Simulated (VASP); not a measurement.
An input for Ansatz (written as the equivalent of a VASP run, and not itself run):

Ansatz 0.2 input:
```yaml
crystal:
  lattice:
    - [0.0000000, 2.8597814, 2.8597814]
    - [2.8597814, 0.0000000, 2.8597814]
    - [2.8597814, 2.8597814, 0.0000000]
  atoms:
    - { symbol: Ag, position: [0.0000000, 0.0000000, 0.0000000] }
    - { symbol: Br, position: [0.5000000, 0.5000000, 0.5000000] }
kpoints:
  mp_grid: { grid: [6, 6, 6] }
hamiltonian:
  xc: pbe0
  pseudopotentials: { kind: paw }
scf:
  occupations: { method: gaussian, width: 0.05 }
  max_iter: 60
output: { forces: true, stress: true, eigenvalues: true }
```

**Question.** Write the VASP files for the same calculation (PBE0).

**Answer.** This is not unique; one that fits is 
### INCAR
```
SYSTEM = AgBr
PREC = Accurate
ENCUT = 520
EDIFF = 1E-6
NELM = 60
ALGO = Normal
LREAL = .FALSE.
LASPH = .TRUE.
ISMEAR = 0
SIGMA = 0.05
GGA = PE
AEXX = 0.25
HFRCUT = -1
LHFCALC = .TRUE.
PRECFOCK = Fast
ISYM = 3
LMAXMIX = 4
LWAVE = .FALSE.
LCHARG = .FALSE.
ISIF = 2
```

File KPOINTS:
```
K-points
0
gamma
  6 6 6
```

**POSCAR**
```
AgBr
1
    0.0000000000     2.8597814474     2.8597814474
    2.8597814474     0.0000000000     2.8597814474
    2.8597814474     2.8597814474     0.0000000000
Ag Br
1 1
Direct
  0.0000000000   0.0000000000   0.0000000000
  0.5000000000   0.5000000000   0.5000000000
```

POTCAR, in this order: Ag Br (PBE.64 set). Program: vasp_std. Read from the step before: WAVECAR.

The two are equivalent in intent, not identical: each code has its own PAW files, so the cut-off isn't converted (ENCUT is set for VASP's; basis.ecutwfc is left out, and Ansatz then takes the one that its files recommend); Ansatz stops its SCF on the density residual and VASP on the energy change (EDIFF).

The compound is AgBr in the rock salt structure. This cell is one point of a volume scan, at 0.94 of the reference volume.
